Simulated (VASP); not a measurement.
# SiIH3 in VASP: a series of runs

One molecule, SiIH3, is run at these levels: BLYP, HSE06; tasks: relaxation of the atoms, single point.

Everything below comes from runs of VASP 6.6.1. Logs are shortened: lines on timing, memory, paths and dates and some standing lists are left out, and cuts for length are marked.

## 1. The molecule as given

The cell holds a molecule in a box, 5 atoms: a = 13.000 Å, b = 12.000 Å, c = 12.000 Å, α = 90.00°, β = 90.00°, γ = 90.00°.

## 2. Relaxation of the atoms, BLYP

INCAR reads:

```
PREC     = Accurate       # precision mode
ENCUT    = 520            # plane-wave cutoff, eV
EDIFF    = 1E-6           # SCF threshold, eV
ISMEAR   = 0              # smearing method
SIGMA    = 0.01           # smearing width, eV
LREAL    = False          # projectors in reciprocal space
LASPH    = True           # aspherical terms in the spheres
NELM     = 80             # most SCF steps
ALGO     = Normal         # electronic algorithm
ISIF     = 2              # what is computed and relaxed
LWAVE    = False          # write WAVECAR
LCHARG   = False          # write CHGCAR
GGA      = B5             # functional
ALDAX    = 1.0          
AGGAX    = 1.0          
AGGAC    = 1.0          
ALDAC    = 0.0          
IBRION   = 2              # ionic algorithm
NSW      = 40             # ionic steps
EDIFFG   = -0.02          # ionic threshold
```

KPOINTS reads:

```
regular mesh
0
Gamma
  1 1 1
```

POSCAR reads:

```
SiH3I
1.0
   13.0000000000      0.0000000000      0.0000000000
    0.0000000000     12.0000000000      0.0000000000
    0.0000000000      0.0000000000     12.0000000000
Si I H
1 1 3
Cartesian
    5.9657500500      5.8284500400      6.0389499600
    8.0390499800      4.8358500000      6.8540499600
    4.9869500200      5.8481499600      7.1501499600
    5.4600500500      5.0034500400      4.9178499600
    6.2548500300      7.2061500000      5.5789500000
```

Potentials or basis: VASP PAW PBE potentials, release 64 (Si, I, H).

Started as:

```sh
$ cat potpaw_PBE.64/Si/POTCAR potpaw_PBE.64/I/POTCAR potpaw_PBE.64/H/POTCAR > POTCAR
$ mpirun -np 1 vasp_gam > vasp.out
```

OUTCAR:

```text
PREC = Accurate
   ENCUT = 520
   EDIFF = 1E-6
   ISMEAR = 0
   LREAL = False
   LASPH = True
   NELM = 80
   ISIF = 2
   GGA = B5
   IBRION = 2
   NSW = 40
   EDIFFG = -0.02

 ion  position               nearest neighbor table
   1  0.459  0.486  0.503-   3 1.48   4 1.48   5 1.48   2 2.44
   2  0.618  0.403  0.571-   1 2.44
   3  0.384  0.487  0.596-   1 1.48
   4  0.420  0.417  0.410-   1 1.48
   5  0.481  0.601  0.465-   1 1.48

  LATTYP: Found a simple tetragonal cell.
 ALAT       =    12.0000000000
 C/A-ratio  =     1.0833333333

  Lattice vectors:

 A1 = (   0.0000000000,  12.0000000000,   0.0000000000)
 A2 = (   0.0000000000,   0.0000000000,  12.0000000000)
 A3 = (  13.0000000000,   0.0000000000,   0.0000000000)

Analysis of symmetry for initial positions (statically):
=====================================================================
 Subroutine PRICEL returns:
 Original cell was already a primitive cell.

 Routine SETGRP: Setting up the symmetry group for a
 simple tetragonal supercell.

 Subroutine GETGRP returns: Found  1 space group operations
 (whereof  1 operations were pure point group operations)
 out of a pool of 16 trial point group operations.

The static configuration has the point symmetry C_1 .

Analysis of symmetry for dynamics (positions and initial velocities):
=====================================================================
 Subroutine PRICEL returns:
 Original cell was already a primitive cell.

 Routine SETGRP: Setting up the symmetry group for a
 simple tetragonal supercell.

 Subroutine GETGRP returns: Found  1 space group operations
 (whereof  1 operations were pure point group operations)
 out of a pool of 16 trial point group operations.

The dynamic configuration has the point symmetry C_1 .

 Subroutine INISYM returns: Found  1 space group operations
 (whereof  1 operations are pure point group operations),
 and found     1 'primitive' translations

----------------------------------------------------------------------------------------

                                     Primitive cell

  volume of cell :    1872.0000

  direct lattice vectors                    reciprocal lattice vectors
    13.000000000  0.000000000  0.000000000     0.076923077  0.000000000  0.000000000
     0.000000000 12.000000000  0.000000000     0.000000000  0.083333333  0.000000000
     0.000000000  0.000000000 12.000000000     0.000000000  0.000000000  0.083333333

  length of vectors
    13.000000000 12.000000000 12.000000000     0.076923077  0.083333333  0.083333333

  position of ions in fractional coordinates (direct lattice)
     0.458903850  0.485704170  0.503245830
     0.618388460  0.402987500  0.571170830
     0.383611540  0.487345830  0.595845830
     0.420003850  0.416954170  0.409820830
     0.481142310  0.600512500  0.464912500

  ion indices of the primitive-cell ions
   primitive index   ion index
                 1           1
                 2           2
                 3           3
                 4           4
                 5           5

----------------------------------------------------------------------------------------

 KPOINTS: regular mesh

Automatic generation of k-mesh.
 Grid dimensions read from file:
 generate k-points for:    1    1    1

 Generating k-lattice:

  Cartesian coordinates                     Fractional coordinates (reciprocal lattice)
     0.076923077  0.000000000  0.000000000     1.000000000  0.000000000  0.000000000
     0.000000000  0.083333333  0.000000000     0.000000000  1.000000000  0.000000000
     0.000000000  0.000000000  0.083333333     0.000000000  0.000000000  1.000000000

  Length of vectors
     0.076923077  0.083333333  0.083333333

  Shift w.r.t. Gamma in fractional coordinates (k-lattice)
     0.000000000  0.000000000  0.000000000

 Subroutine IBZKPT returns following result:
 ===========================================

 Found      1 irreducible k-points:

 Following reciprocal coordinates:
            Coordinates               Weight
  0.000000  0.000000  0.000000      1.000000
   k-points           NKPTS =      1   k-points in BZ     NKDIM =      1   number of bands    NBANDS=     11
   number of dos      NEDOS =    301   number of ions     NIONS =      5
   total plane-waves  NPLWV = 793800
   dimension x,y,z NGX =    98 NGY =   90 NGZ =   90
   dimension x,y,z NGXF=   196 NGYF=  180 NGZF=  180
   ions per type =               1   1   3
   NGX,Y,Z   is equivalent  to a cutoff of  12.53, 12.47, 12.47 a.u.
   NGXF,Y,Z  is equivalent  to a cutoff of  25.06, 24.94, 24.94 a.u.
 SYSTEM =  unknown system
   PREC   = accura    normal or accurate (medium, high low for compatibility)
   ISTART =      0    job   : 0-new  1-cont  2-samecut
   ICHARG =      2    charge: 1-file 2-atom 10-const
   ISPIN  =      1    spin polarized calculation?
   LNONCOLLINEAR =      F non collinear calculations
   LSORBIT =      F    spin-orbit coupling
   LASPH  =      T    aspherical Exc in radial PAW
   ENCUT  =  520.0 eV  38.22 Ry    6.18 a.u.  24.17 22.31 22.31*2*pi/ulx,y,z
   NELM   =     80;   NELMIN=  2; NELMDL= -5     # of ELM steps
   EDIFF  = 0.1E-05   stopping-criterion for ELM
   LREAL  =      F    real-space projection
   EDIFFG = -.2E-01   stopping-criterion for IOM
   NSW    =     40    number of steps for IOM
   IBRION =      2    ionic relax: 0-MD 1-quasi-New 2-CG
   NFREE  =      1    steps in history (QN), initial steepest desc. (CG)
   ISIF   =      2    stress and relaxation
   ISYM   =      2    0-nonsym 1-usesym 2-fastsym
   POTIM  = 0.5000    time-step for ionic-motion
   TEBEG  =    0.0;   TEEND  =   0.0 temperature during run
   PSTRESS=    0.0 pullay stress
   NELECT =      14.0000    total number of electrons
   NUPDOWN=      -1.0000    fix difference up-down
   EMIN   =  10.00;   EMAX   =-10.00  energy-range for DOS
   EFERMI =   0.00;   METHOD = LEGACY
   ISMEAR =     0;   SIGMA  =   0.01  broadening in eV -4-tet -1-fermi 0-gaus
   EFERMI_NEDOS =   21; number of points for ismear=-14 and -15
   IALGO  =     38    algorithm
   IMIX   =      4    mixing-type and parameters
     AMIX     =   0.40;   BMIX     =  1.00
     AMIX_MAG =   1.60;   BMIX_MAG =  1.00
  volume/ion in A,a.u.               =     374.40      2526.58
  Fermi-wavevector in a.u.,A,eV,Ry     =   0.320147  0.604989  1.394513  0.102494
  Thomas-Fermi vector in A             =   1.206503
   LORBIT       =      0    0 simple, 1 ext, 2 COOP (PROOUT), +10 PAW based schemes
   GGA     = B5    functional components
   LHFCALC =     F    Hartree Fock is set to
   AEXX    =    0.0000 exact exchange contribution
   IVDW    =     0    specifies the selected vdW correction
   LEPSILON=     F    determine dielectric tensor
   LRPA    =     F    only Hartree local field effects (RPA)
 conjugate gradient relaxation of ions
 non-spin polarized calculation
 Gauss-broadening in eV      SIGMA  =   0.01
  energy-cutoff  :      520.00
  volume of cell :     1872.00
 maximum number of plane-waves:     25235
 NGX is ok and might be reduce to    98
   NGX = 49   NGY = 45   NGZ = 45

--------------------------------------- Ionic step        1  -------------------------------------------

 number of electron      13.9999999 magnetization

 Free energy of the ion-electron system (eV)
  ---------------------------------------------------
  ext. energy  EPLUGINS =         0.00000000
  ---------------------------------------------------
  free energy    TOTEN  =       -16.97735828 eV

  energy without entropy =      -16.97735828  energy(sigma->0) =      -16.97735828

------------------------ aborting loop because EDIFF is reached ----------------------------------------

  FORCE on cell =-STRESS in cart. coord.  units (eV):
  Direction    XX          YY          ZZ          XY          YZ          ZX
  --------------------------------------------------------------------------------------
  -------------------------------------------------------------------------------------
  Total        0.9770900      0.2255913      0.1530144     -0.4695662     -0.1843429      0.3850536
  in kB        0.8362562      0.1930755      0.1309595     -0.4018848     -0.1577724      0.3295535
  external PRESSURE =       0.3867637 kB  Pullay stress =       0.0000000 kB
[... 219 lines left out ...]
  energy  without entropy=      -16.9904577975  energy(sigma->0) =      -16.99045780

--------------------------------------- Ionic step        7  -------------------------------------------

 number of electron      13.9999999 magnetization

 Free energy of the ion-electron system (eV)
  ---------------------------------------------------
  ext. energy  EPLUGINS =         0.00000000
  ---------------------------------------------------
  free energy    TOTEN  =       -16.99064842 eV

  energy without entropy =      -16.99064842  energy(sigma->0) =      -16.99064842

 E-fermi :  -6.0124     XC(G=0):  -0.7097

 val. band max:       -6.0763104670   @ k =   0.0000   0.0000   0.0000
 cond. band min:      -1.4505948649   @ k =   0.0000   0.0000   0.0000
 fundamental gap:      4.6257156021
 Fermi energy:        -6.0124016978

 k-point     1 :       0.0000    0.0000    0.0000
  band No.  band energies     occupation
      1     -16.9212      2.00000
      2     -13.0375      2.00000
      3      -8.6943      2.00000
      4      -8.6933      2.00000
      5      -7.9579      2.00000
      6      -6.0768      2.00000
      7      -6.0763      2.00000
      8      -1.4506      0.00000
      9      -0.4017      0.00000
     10       0.1852      0.00000
     11       0.2153      0.00000
[... 30 lines left out ...]
  FREE ENERGIE OF THE ION-ELECTRON SYSTEM (eV)
  ---------------------------------------------------
  free  energy   TOTEN  =       -16.9906484188 eV

  energy  without entropy=      -16.9906484188  energy(sigma->0) =      -16.99064842

 reached required accuracy - stopping structural energy minimisation
```

Run time: 26 min. Hardware: 1 thread of Intel Xeon Platinum 8488C (Sapphire Rapids), shared host; peak memory 1.6 GiB.

Results:

```
Free energy                     : -16.9906 eV
Energy gained by relaxing       : 2.7 meV/atom
Ionic steps                     : 7
Largest force after relaxing    : 0.012 eV/Å
Gap between the frontier levels : 4.63 eV
```

Forces in eV/Å, atoms in the order of the input:
```
Si   0.005 -0.008  0.006
I   -0.008  0.004 -0.003
H    0.002  0.000 -0.003
H    0.001  0.002  0.001
H    0.000  0.003 -0.001
```

The path:
```
step  energy change (eV)  largest force (eV/Å)  pressure (GPa)
   1              0.0000                0.5552            0.04
   2             -0.0110                0.1795            0.01
   3             -0.0110                0.1401            0.01
   4             -0.0128                0.0418            0.00
   5             -0.0128                0.0416           -0.01
   6             -0.0131                0.0280           -0.01
   7             -0.0133                0.0115           -0.01
```

Final structure:
```yaml
crystal:
  lattice:
    - [13.00000, 0.00000, 0.00000]
    - [0.00000, 12.00000, 0.00000]
    - [0.00000, 0.00000, 12.00000]
  atoms:
    - { symbol: Si, position: [0.45824, 0.48607, 0.50295] }
    - { symbol: I, position: [0.62100, 0.40162, 0.57230] }
    - { symbol: H, position: [0.38291, 0.48766, 0.59571] }
    - { symbol: H, position: [0.41935, 0.41718, 0.40944] }
    - { symbol: H, position: [0.48056, 0.60098, 0.46460] }
```

Caveat: the PAW data sets were made with another functional, which shifts forces and pressure a little; spin-orbit coupling is left out, which moves the levels of the heavy elements.

## 3. Single point, HSE06

POSCAR is that of step 2.

INCAR.step1 reads:

```
PREC = Accurate
ENCUT = 400
EDIFF = 1E-5
ISMEAR = 0
SIGMA = 0.01
LREAL = False
LASPH = True
NELM = 60
ALGO = Normal
ISIF = 2
LWAVE = True
LCHARG = False
NBANDS = 15
GGA = PE
```

INCAR.step2 reads:

```
PREC = Accurate
ENCUT = 400
EDIFF = 1E-7
ISMEAR = 0
SIGMA = 0.01
LREAL = False
LASPH = True
NELM = 60
ALGO = Normal
ISIF = 2
LWAVE = False
LCHARG = False
GGA = PE
LHFCALC = True
HFSCREEN = 0.2
PRECFOCK = Fast
NBANDS = 15
ISTART = 1
```

KPOINTS reads:

```
Automatic mesh
0
Gamma
  1 1 1
```

Potentials or basis: VASP PAW PBE potentials, release 64 (Si, I, H_s).

Started as:

```sh
$ cat potpaw_PBE.64/Si/POTCAR potpaw_PBE.64/I/POTCAR potpaw_PBE.64/H_s/POTCAR > POTCAR
$ cp INCAR.step1 INCAR
$ mpirun -np 1 vasp_gam > vasp.out
$ cp INCAR.step2 INCAR
$ mpirun -np 1 vasp_gam > vasp.out
```

It took 8.6 min on 1 thread of Intel Xeon Platinum 8488C (Sapphire Rapids), shared host; peak memory 1.1 GiB.

Results (log left out):

| Property | Result |
| --- | --- |
| Free energy | -20.7268 eV |
| Largest force | 0.051 eV/Å |
| Gap between the frontier levels | 6.11 eV |

Forces on the atoms (eV/Å):
```
Si  -0.032  0.016 -0.016
I   -0.015  0.005 -0.008
H    0.035 -0.005 -0.029
H    0.019  0.030  0.033
H   -0.006 -0.047  0.020
```

Levels at points of the mesh, in eV from the valence-band top:
```tsv
k point	band 5	band 6	band 7	band 8	band 9	band 10
(0.00, 0.00, 0.00)	-1.92	0.00	0.00	6.11	6.78	7.47
```

Caveat: the PAW data sets were made with another functional, which shifts forces and pressure a little; spin-orbit coupling is left out, which moves the levels of the heavy elements.

## 4. The reference run

An earlier run on the cell as given: functional PBE; potentials or basis VASP PAW PBE potentials, release 64 (Si, I, H); cutoff 520 eV; k mesh 1 × 1 × 1; occupations gaussian, width 0.01 eV; no spin polarisation.

- Largest force: 0.231 eV/Å
- Gap between the frontier levels: 4.92 eV

## 5. Overview

| task | level | potentials or basis | cell | cutoff (eV) | grid for exact exchange (PRECFOCK) | screening parameter | gap on the mesh (eV) | largest force (eV/Å) |
| --- | --- | --- | --- | --- | --- | --- | --- | --- |
| relaxation of the atoms | BLYP | VASP PAW PBE potentials, release 64 (Si, I, H) | atoms relaxed | 520 | - | - | 4.63 | 0.01 |
| single point | HSE06 | VASP PAW PBE potentials, release 64 (Si, I, H_s) | as given | 400 | Fast | 0.2 1/A | 6.11 | 0.05 |
| single point | PBE | VASP PAW PBE potentials, release 64 (Si, I, H) | as given | 520 | - | - | 4.92 | 0.23 |

Alike in all rows: no spin polarisation; k mesh 1 × 1 × 1; smearing gaussian 0.01 eV.

Caveats: spin-orbit coupling is left out, which moves the levels of the heavy elements; the PAW data sets were made with another functional, which shifts forces and pressure a little (some runs).

Absolute energies hang on the potentials; compare differences alone.
